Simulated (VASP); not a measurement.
A convergence study with VASP on TiO₂ (rutile): one setting is varied, all else stays as given below, so the limit is that of these other settings.

```
CELL_PARAMETERS angstrom
      4.59000     0.00000     0.00000
      0.00000     4.59000     0.00000
      0.00000     0.00000     2.96000
ATOMIC_POSITIONS crystal
  Ti 0.00000 0.00000 0.00000
  Ti 0.50000 0.50000 0.50000
  O  0.30500 0.30500 0.00000
  O  0.80500 0.19500 0.50000
  O  0.19500 0.80500 0.50000
  O  0.69500 0.69500 0.00000
```

These are PBE GGA, VASP's PBE PAW potentials (set 64) (plane waves; VASP) values and carry that method's errors. The tightest run used: 700 eV cut-off, 12×12×16 Γ-centred mesh, tetrahedra with Blöchl corrections, potentials Ti_sv O.

Gaps are read on the run's mesh, which can miss a band edge.

```json
[
 {"setting": "2×2×3 mesh", "E (eV/atom)": "-8.9291", "pressure (GPa)": "5.98", "largest force (eV/Å)": "0.107", "gap on the mesh (eV)": "1.834", "irreducible k-points": "6"},
 {"setting": "3×3×4 mesh", "E (eV/atom)": "-8.9417", "pressure (GPa)": "5.83", "largest force (eV/Å)": "0.131", "gap on the mesh (eV)": "1.865", "irreducible k-points": "9"},
 {"setting": "4×4×5 mesh", "E (eV/atom)": "-8.9435", "pressure (GPa)": "5.76", "largest force (eV/Å)": "0.125", "gap on the mesh (eV)": "1.871", "irreducible k-points": "18"}
]
```

### Question
These are the cheaper rows. Estimate the results at 12×12×16 mesh, and how far the last row shown lies from them.

### Answer

| quantity | tightest run | last row shown is off by |
|---|---|---|
| E (eV/atom) | -8.9439 | 0.0003 |
| pressure (GPa) | 5.75 | 0.01 |
| largest force (eV/Å) | 0.127 | -0.002 |
| gap on the mesh (eV) | 1.872 | -0.001 |

Left out are rungs that failed or repeat a setting and relaxations that didn't move; long series are thinned to 24 rows.

The compound is TiO2 in the rutile structure. The cell was not relaxed at this level, forces remain on its atoms.
